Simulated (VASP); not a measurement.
# TiPt3: formation energy of a point defect, part 2 of 2

Aim: the formation energy and local structure of a point defect in TiPt3. The start is a cell from a database of measured crystal structures.

VASP 6.6.1, plane waves and PAW; the level of theory is named at each step.

So far. Step 2 (The host at zero pressure): The run ended after 3 ionic steps, 0.043 eV below its first step, once forces and stress met EDIFFG = -0.02.

The database entry behind the starting cell is an old determination (1943), so it need not match the best structure at ambient conditions.

## Step 3: The perfect supercell

Level of this step: PBE; plane waves and PAW (Pt, Ti) (VASP).

System of this step: TiPt3. It takes space group Pm-3m (No. 221, cubic). The conventional cell has a = 3.938 Å, b = 3.938 Å, c = 3.938 Å, α = 90.00°, β = 90.00°, γ = 90.00°. Nearest to Pt lie 8 Pt at 2.78 Å and 4 Ti at 2.78 Å. Nearest to Ti lie 12 Pt at 2.78 Å. Farther neighbours are not listed.

The same cell, mesh and cutoff without the defect give the energy to subtract and, in a gapped host, the band edges to count from, so that most errors cancel.

Input file INCAR:

```
SYSTEM = TiPt3
PREC = Normal
ENCUT = 300
EDIFF = 1E-05
NELM = 120
ISMEAR = 1
SIGMA = 0.2
LREAL = Auto
ALGO = Fast
GGA = PE
NBANDS = 160
LASPH = .TRUE.
LORBIT = 11
LWAVE = .FALSE.
LCHARG = .FALSE.
KPAR = 4
```

Input file POSCAR:

```
TiPt3
1.0
    7.8760493012      0.0000000000      0.0000000000
    0.0000000000      7.8760493012      0.0000000000
    0.0000000000      0.0000000000      7.8760493012
Pt Ti
24 8
Direct
    0.2500000000      0.2500000000      0.0000000000
    0.2500000000      0.2500000000      0.5000000000
    0.2500000000      0.7500000000      0.0000000000
    0.2500000000      0.7500000000      0.5000000000
    0.7500000000      0.2500000000      0.0000000000
    0.7500000000      0.2500000000      0.5000000000
    0.7500000000      0.7500000000      0.0000000000
    0.7500000000      0.7500000000      0.5000000000
    0.2500000000      0.0000000000      0.2500000000
    0.2500000000      0.0000000000      0.7500000000
    0.2500000000      0.5000000000      0.2500000000
    0.2500000000      0.5000000000      0.7500000000
    0.7500000000      0.0000000000      0.2500000000
    0.7500000000      0.0000000000      0.7500000000
    0.7500000000      0.5000000000      0.2500000000
    0.7500000000      0.5000000000      0.7500000000
    0.0000000000      0.2500000000      0.2500000000
    0.0000000000      0.2500000000      0.7500000000
    0.0000000000      0.7500000000      0.2500000000
    0.0000000000      0.7500000000      0.7500000000
    0.5000000000      0.2500000000      0.2500000000
    0.5000000000      0.2500000000      0.7500000000
    0.5000000000      0.7500000000      0.2500000000
    0.5000000000      0.7500000000      0.7500000000
    0.0000000000      0.0000000000      0.0000000000
    0.0000000000      0.0000000000      0.5000000000
    0.0000000000      0.5000000000      0.0000000000
    0.0000000000      0.5000000000      0.5000000000
    0.5000000000      0.0000000000      0.0000000000
    0.5000000000      0.0000000000      0.5000000000
    0.5000000000      0.5000000000      0.0000000000
    0.5000000000      0.5000000000      0.5000000000
```

Input file KPOINTS:

```
Automatic mesh
0
Monkhorst-Pack
3 3 3
0 0 0
```

PAW data sets: Pt and Ti (PBE family, release 64).

Command:

```
$ mpirun -np 4 vasp_std
```

The log of the run:

```text
[banner, memory and clock lines left out]
running    4 mpi-ranks, on    1 nodes
 distrk:  each k-point on    1 cores,    4 groups
 distr:  one band on    1 cores,    1 groups

 POSCAR found type information on POSCAR PtTi
 POSCAR found :  2 types and      32 ions
 LDA part: xc-table for (Slater+PW92), standard interpolation
 POSCAR, INCAR and KPOINTS ok, starting setup
 FFT: planning ... GRIDC
 FFT: planning ... GRID_SOFT
 FFT: planning ... GRID
 WAVECAR not read
 entering main loop
       N       E                     dE             d eps       ncg     rms          rms(c)
DAV:   1     0.169803612368E+04    0.16980E+04   -0.84374E+04  1312   0.107E+03
DAV:   2     0.456018472116E+02   -0.16524E+04   -0.15454E+04  1312   0.287E+02
DAV:   3    -0.231014549901E+03   -0.27662E+03   -0.25731E+03  1848   0.979E+01
DAV:   4    -0.260026816679E+03   -0.29012E+02   -0.27923E+02  1720   0.324E+01
DAV:   5    -0.261250895299E+03   -0.12241E+01   -0.11664E+01  1736   0.554E+00    0.641E+01
RMM:   6    -0.242168170231E+03    0.19083E+02   -0.11480E+02  1379   0.276E+01    0.285E+01
RMM:   7    -0.244243245383E+03   -0.20751E+01   -0.61500E+01  1284   0.240E+01    0.287E+01
RMM:   8    -0.235641525799E+03    0.86017E+01   -0.19709E+01  1348   0.139E+01    0.105E+01
RMM:   9    -0.235818154044E+03   -0.17663E+00   -0.17108E+01  1501   0.583E+00    0.616E+00
RMM:  10    -0.235518427785E+03    0.29973E+00   -0.19684E+00  1457   0.375E+00    0.535E+00
RMM:  11    -0.235276662042E+03    0.24177E+00   -0.64834E-01  1497   0.176E+00    0.286E+00
RMM:  12    -0.235187072366E+03    0.89590E-01   -0.33900E-01  1605   0.109E+00    0.120E+00
RMM:  13    -0.235175046759E+03    0.12026E-01   -0.63752E-02  1547   0.462E-01    0.676E-01
RMM:  14    -0.235172394766E+03    0.26520E-02   -0.61449E-02  1682   0.408E-01    0.325E-01
RMM:  15    -0.235171488940E+03    0.90583E-03   -0.35833E-03  1544   0.170E-01    0.175E-01
RMM:  16    -0.235171199057E+03    0.28988E-03   -0.12730E-03  1724   0.673E-02    0.101E-01
RMM:  17    -0.235170846218E+03    0.35284E-03    0.17512E-03  1626   0.541E-02    0.309E-02
RMM:  18    -0.235170761235E+03    0.84983E-04    0.64146E-04  1519   0.247E-02    0.894E-03
RMM:  19    -0.235170550769E+03    0.21047E-03    0.20357E-03  1016   0.887E-03    0.539E-03
RMM:  20    -0.235170454494E+03    0.96275E-04    0.86508E-04   964   0.595E-03    0.678E-03
RMM:  21    -0.235170278807E+03    0.17569E-03    0.17233E-03   938   0.489E-03    0.217E-03
RMM:  22    -0.235170189443E+03    0.89364E-04    0.85572E-04   754   0.250E-03    0.161E-03
RMM:  23    -0.235170045144E+03    0.14430E-03    0.14142E-03   669   0.193E-03    0.279E-03
RMM:  24    -0.235169965400E+03    0.79744E-04    0.77063E-04   561   0.149E-03    0.341E-03
RMM:  25    -0.235169847442E+03    0.11796E-03    0.11614E-03   516   0.136E-03    0.410E-03
RMM:  26    -0.235169777567E+03    0.69875E-04    0.68497E-04   461   0.119E-03    0.461E-03
RMM:  27    -0.235169680023E+03    0.97544E-04    0.96529E-04   482   0.122E-03    0.469E-03
RMM:  28    -0.235169618408E+03    0.61614E-04    0.60856E-04   473   0.120E-03    0.410E-03
RMM:  29    -0.235169536653E+03    0.81755E-04    0.81204E-04   435   0.116E-03    0.431E-03
RMM:  30    -0.235169482751E+03    0.53903E-04    0.53359E-04   398   0.111E-03    0.484E-03
[...]
RMM:  35    -0.235169227950E+03    0.45617E-04    0.45935E-04   378   0.120E-03    0.724E-03
RMM:  36    -0.235169195515E+03    0.32435E-04    0.32743E-04   376   0.121E-03    0.735E-03
RMM:  37    -0.235169159103E+03    0.36412E-04    0.36960E-04   387   0.126E-03    0.794E-03
RMM:  38    -0.235169132573E+03    0.26530E-04    0.27021E-04   377   0.125E-03    0.807E-03
RMM:  39    -0.235169104317E+03    0.28256E-04    0.28911E-04   367   0.126E-03    0.782E-03
RMM:  40    -0.235169083454E+03    0.20862E-04    0.21363E-04   398   0.136E-03    0.692E-03
RMM:  41    -0.235169062510E+03    0.20944E-04    0.21718E-04   456   0.144E-03    0.607E-03
RMM:  42    -0.235169046443E+03    0.16068E-04    0.16649E-04   398   0.134E-03    0.555E-03
RMM:  43    -0.235169031827E+03    0.14616E-04    0.15487E-04   353   0.127E-03    0.545E-03
RMM:  44    -0.235169019691E+03    0.12135E-04    0.12721E-04   404   0.138E-03    0.470E-03
RMM:  45    -0.235169010410E+03    0.92814E-05    0.10179E-04   421   0.139E-03    0.389E-03
RMM:  46    -0.235169001210E+03    0.91995E-05    0.97085E-05   438   0.142E-03
   1 F= -.23516900E+03 E0= -.23520327E+03  d E =0.102818E+00
```

Wall time 54 s (4 MPI ranks of Intel Xeon 6975P-C (Granite Rapids), shared host); peak memory 1.1 GiB.

From OUTCAR (step 3):

```text
  LATTYP: Found a simple cubic cell.
 ALAT       =     7.8760493012

The static configuration has the point symmetry O_h .

 Found      4 irreducible k-points:

   k-points           NKPTS =      4   k-points in BZ     NKDIM =      4   number of bands    NBANDS=    160

   dimension x,y,z NGX =    36 NGY =   36 NGZ =   36
   dimension x,y,z NGXF=    72 NGYF=   72 NGZF=   72

   ENCUT  =  300.0 eV  22.05 Ry    4.70 a.u.  11.12 11.12 11.12*2*pi/ulx,y,z

   NELECT =     272.0000    total number of electrons

 E-fermi :   9.8090

 k-point     1 :       0.0000    0.0000    0.0000
  band No.  band energies     occupation
    ...
    139       9.7957      1.11244
    140       9.7957      1.11243
    141       9.7994      1.08071
    142       9.7994      1.08071
    143       9.7994      1.08071
    144       9.9231      0.18740
    145       9.9231      0.18740
    146       9.9231      0.18739
    147       9.9231      0.18736
    148       9.9231      0.18733
    ...

 k-point     2 :       0.3333    0.0000    0.0000
  band No.  band energies     occupation
    ...
    132       8.9597      2.00000
    133       9.0096      2.00000
    134       9.7453      1.50945
    135       9.7965      1.10536
    136       9.7982      1.09096
    137       9.9169      0.21807
    138       9.9169      0.21807
    139       9.9320      0.14683
    140       9.9320      0.14680
    141       9.9428      0.10287
    ...

  Total       -0.1531174     -0.1531174     -0.1531174      0.0000000     -0.0000000      0.0000000
  in kB       -0.5021227     -0.5021227     -0.5021227      0.0000000     -0.0000000      0.0000000
  external PRESSURE =      -0.5021227 kB  Pullay stress =       0.0000000 kB

  energy-cutoff  :      300.00
  volume of cell :      488.57
      direct lattice vectors                 reciprocal lattice vectors
     7.876049301  0.000000000  0.000000000     0.126967209  0.000000000  0.000000000
     0.000000000  7.876049301  0.000000000     0.000000000  0.126967209  0.000000000
     0.000000000  0.000000000  7.876049301     0.000000000  0.000000000  0.126967209

 POSITION                                       TOTAL-FORCE (eV/Angst)
 -----------------------------------------------------------------------------------
      1.96901      1.96901      0.00000        -0.000000      0.000000     -0.000000
      1.96901      1.96901      3.93802        -0.000000     -0.000000      0.000000
      1.96901      5.90704      0.00000        -0.000000     -0.000000      0.000000
      1.96901      5.90704      3.93802        -0.000000      0.000000      0.000000
      5.90704      1.96901      0.00000         0.000000      0.000000      0.000000
      5.90704      1.96901      3.93802        -0.000000      0.000000     -0.000000
      5.90704      5.90704      0.00000        -0.000000     -0.000000     -0.000000
      5.90704      5.90704      3.93802        -0.000000     -0.000000      0.000000
      1.96901      0.00000      1.96901        -0.000000     -0.000000      0.000000
      1.96901      0.00000      5.90704        -0.000000     -0.000000     -0.000000
      1.96901      3.93802      1.96901        -0.000000     -0.000000      0.000000
      1.96901      3.93802      5.90704        -0.000000     -0.000000      0.000000
      5.90704      0.00000      1.96901         0.000000      0.000000      0.000000
      5.90704      0.00000      5.90704        -0.000000      0.000000     -0.000000
      5.90704      3.93802      1.96901         0.000000      0.000000     -0.000000
      5.90704      3.93802      5.90704         0.000000      0.000000      0.000000
      0.00000      1.96901      1.96901        -0.000000      0.000000      0.000000
      0.00000      1.96901      5.90704         0.000000     -0.000000      0.000000
      0.00000      5.90704      1.96901         0.000000     -0.000000      0.000000
      0.00000      5.90704      5.90704         0.000000     -0.000000     -0.000000
      3.93802      1.96901      1.96901        -0.000000     -0.000000     -0.000000
      3.93802      1.96901      5.90704         0.000000     -0.000000      0.000000
      3.93802      5.90704      1.96901         0.000000      0.000000      0.000000
      3.93802      5.90704      5.90704        -0.000000      0.000000     -0.000000
      0.00000      0.00000      0.00000         0.000000      0.000000      0.000000
      0.00000      0.00000      3.93802        -0.000000      0.000000      0.000000
      0.00000      3.93802      0.00000        -0.000000     -0.000000     -0.000000
      0.00000      3.93802      3.93802        -0.000000      0.000000     -0.000000
      3.93802      0.00000      0.00000        -0.000000      0.000000      0.000000
      3.93802      0.00000      3.93802         0.000000      0.000000     -0.000000
      3.93802      3.93802      0.00000         0.000000     -0.000000      0.000000
      3.93802      3.93802      3.93802         0.000000      0.000000     -0.000000
 -----------------------------------------------------------------------------------
    total drift:                                0.000000      0.000000      0.000000

  FREE ENERGIE OF THE ION-ELECTRON SYSTEM (eV)
  ---------------------------------------------------
  free  energy   TOTEN  =      -235.1690012105 eV

  energy  without entropy=     -235.2718195629  energy(sigma->0) =     -235.20327399

 total charge
# of ion       s       p       d       tot
------------------------------------------
    1        0.685   0.642   8.032   9.360
    2        0.685   0.642   8.032   9.360
    3        0.685   0.642   8.032   9.360
    4        0.685   0.642   8.032   9.360
    5        0.685   0.642   8.032   9.360
    6        0.685   0.642   8.032   9.360
    7        0.685   0.642   8.032   9.360
    8        0.685   0.642   8.032   9.360
    9        0.685   0.642   8.032   9.360
   10        0.685   0.642   8.032   9.360
   11        0.685   0.642   8.032   9.360
   12        0.685   0.642   8.032   9.360
   13        0.685   0.642   8.032   9.360
   14        0.685   0.642   8.032   9.360
   15        0.685   0.642   8.032   9.360
   16        0.685   0.642   8.032   9.360
   17        0.685   0.642   8.032   9.360
   18        0.685   0.642   8.032   9.360
   19        0.685   0.642   8.032   9.360
   20        0.685   0.642   8.032   9.360
   21        0.685   0.642   8.032   9.360
   22        0.685   0.642   8.032   9.360
   23        0.685   0.642   8.032   9.360
   24        0.685   0.642   8.032   9.360
   25        0.482   0.671   2.328   3.480
   26        0.482   0.671   2.328   3.480
   27        0.482   0.671   2.328   3.480
   28        0.482   0.671   2.328   3.480
   29        0.482   0.671   2.328   3.480
   30        0.482   0.671   2.328   3.480
   31        0.482   0.671   2.328   3.480
   32        0.482   0.671   2.328   3.480
--------------------------------------------------
tot         20.304  20.780 211.395 252.478

[... 1 part as in an earlier step ...]

[... 5 further parts left out ...]
```

Numbers from this step:

- electronic cycles: 46
- electrons: 272
- free energy (TOTEN): -235.1690 eV
- energy at zero smearing: -235.2033 eV
- Fermi energy: 9.809 eV

The host is treated as a metal, as its relaxation found a gap under 0.3 eV or none, and only the neutral defect is run.

## Step 4: Going on with the relaxation

This step: PBE; plane waves and PAW (Pt) (VASP 6.6.1).

System of this step: Pt. The structure is cubic, space group Fm-3m (No. 225). Conventional cell: a = 3.965 Å, b = 3.965 Å, c = 3.965 Å, α = 90.00°, β = 90.00°, γ = 90.00°. Pt has 12 Pt at 2.80 Å nearest.

The reference for Pt is its crystal, relaxed at the cutoff of the large cell.

Input file INCAR:

```
SYSTEM = Pt
PREC = Normal
ENCUT = 300
EDIFF = 1E-05
NELM = 120
ISMEAR = 1
SIGMA = 0.1
LREAL = Auto
ALGO = Fast
GGA = PE
NBANDS = 11
LASPH = .TRUE.
LORBIT = 11
LWAVE = .FALSE.
LCHARG = .FALSE.
KPAR = 4
IBRION = 1
NSW = 25
ISIF = 3
EDIFFG = -0.02
POTIM = 0.3
```

Input file POSCAR:

```
Pt
1.0
    0.0000000000      1.9826516798      1.9826516798
    1.9826516798      0.0000000000      1.9826516798
    1.9826516798      1.9826516798      0.0000000000
Pt
1
Direct
    0.0000000000      0.0000000000      0.0000000000
```

Input file KPOINTS:

```
Automatic mesh
0
Gamma
12 12 12
0 0 0
```

Potentials, in the order of the species: Pt (PBE family, release 64).

Command:

```
$ mpirun -np 4 vasp_std
```

The log of the run:

```text
[banner, memory and clock lines left out]
running    4 mpi-ranks, on    1 nodes
[...]
|                                                                             |
|               ----> ADVICE to this user running VASP <----                  |
|                                                                             |
|     You have a (more or less) 'small supercell' and for smaller cells       |
|     it is recommended to use the reciprocal-space projection scheme!        |
|     The real-space optimization is not efficient for small cells and it     |
|     is also less accurate ...                                               |
|     Therefore, set LREAL=.FALSE. in the INCAR file.                         |
|                                                                             |

 LDA part: xc-table for (Slater+PW92), standard interpolation
 POSCAR, INCAR and KPOINTS ok, starting setup
[...]
entering main loop
       N       E                     dE             d eps       ncg     rms          rms(c)
DAV:   1     0.192882920399E+02    0.19288E+02   -0.37769E+03  1875   0.510E+02
DAV:   2    -0.620432240104E+01   -0.25493E+02   -0.24364E+02  1833   0.125E+02
DAV:   3    -0.647634064724E+01   -0.27202E+00   -0.27183E+00  1833   0.116E+01
DAV:   4    -0.647743178561E+01   -0.10911E-02   -0.10911E-02  1833   0.869E-01
[...]
RMM:   9    -0.610624954225E+01    0.21845E-03   -0.66228E-04  1584   0.211E-01    0.422E-02
RMM:  10    -0.610626405396E+01   -0.14512E-04   -0.10986E-04  1460   0.700E-02    0.523E-02
RMM:  11    -0.610626420151E+01   -0.14755E-06   -0.13141E-05  1241   0.246E-02
   1 F= -.61062642E+01 E0= -.61055621E+01  d E =-.610626E+01
[... from here on, the cycles between the ionic steps are left out ...]
   2 F= -.61051350E+01 E0= -.61044238E+01  d E =0.112922E-02
   3 F= -.61060878E+01 E0= -.61053833E+01  d E =-.952812E-03
   5 F= -.61062527E+01 E0= -.61055504E+01  d E =-.454100E-03
   7 F= -.61060861E+01 E0= -.61053815E+01  d E =-.696159E-03
   9 F= -.61062578E+01 E0= -.61055554E+01  d E =-.446444E-03
  11 F= -.61060849E+01 E0= -.61053803E+01  d E =-.688665E-03
  13 F= -.61062582E+01 E0= -.61055559E+01  d E =-.446701E-03
  15 F= -.61060847E+01 E0= -.61053801E+01  d E =-.688331E-03
  17 F= -.61062583E+01 E0= -.61055560E+01  d E =-.446754E-03
  19 F= -.61060847E+01 E0= -.61053801E+01  d E =-.688344E-03
  21 F= -.61062583E+01 E0= -.61055560E+01  d E =-.446770E-03
  23 F= -.61060847E+01 E0= -.61053801E+01  d E =-.688345E-03
  24 F= -.61058115E+01 E0= -.61051130E+01  d E =0.273151E-03
  25 F= -.61062583E+01 E0= -.61055560E+01  d E =-.446774E-03
 BRION: g(F)=  0.108E-63 g(S)=  0.100E-02 retain N=  1 mean eig= 0.73
 eig:   0.730
```

The job ended after 12 s (4 MPI ranks; peak memory 0.4 GiB).

Parts of OUTCAR (step 4):

```text
 k-point     1 :       0.0000    0.0000    0.0000
  band No.  band energies     occupation
    ...
      2       7.0660      2.00000
      3       7.0660      2.00000
      4       7.0660      2.00000
      5       9.1078      2.00000
      6       9.1078      2.00000
      7      25.3661      0.00000
      8      30.1450      0.00000
      9      30.1450      0.00000
     10      30.1450      0.00000
     11      35.3699      0.00000

  Total       -0.1075421     -0.1075421     -0.1075421      0.0000000     -0.0000000     -0.0000000
  in kB      -11.0532972    -11.0532972    -11.0532972      0.0000000     -0.0000000     -0.0000000
  external PRESSURE =     -11.0532972 kB  Pullay stress =       0.0000000 kB

 POSITION                                       TOTAL-FORCE (eV/Angst)
 -----------------------------------------------------------------------------------
     -0.00000      0.00000     -0.00000         0.000000     -0.000000      0.000000
 -----------------------------------------------------------------------------------
    total drift:                               -0.000000      0.000000     -0.000000

  FREE ENERGIE OF THE ION-ELECTRON SYSTEM (eV)
  ---------------------------------------------------
  free  energy   TOTEN  =        -6.1062583105 eV

  energy  without entropy=       -6.1041513508  energy(sigma->0) =       -6.10555599

[... 1 part as in an earlier step ...]

[... 18 further parts left out ...]
[key lines of the parts left out:]
E-fermi :  10.6641
```

The relaxation used up its NSW steps before forces and stress met EDIFFG.

## Step 5: Results

- result: none

**Reading.** The session ends without its result: «reference Pt» used up its steps.

[Lines on the potential files, build, host, timing and source positions are cut from VASP's logs without a mark.]

[Logs are printed without paths, hosts, clocks, repeated set-up lines and the standing remarks that a program may print on its own settings, such as how far it seeks lower states.]

[Hosts, paths, dates, database ids (printed as entryN), source tags and the programs' standing remarks are cut or masked in the printed files.]

[In band tables of VASP the shares of atoms and orbitals are scaled to a sum of 1 inside the atoms' spheres.]

[Runs that stopped without an error message from VASP are left out.]
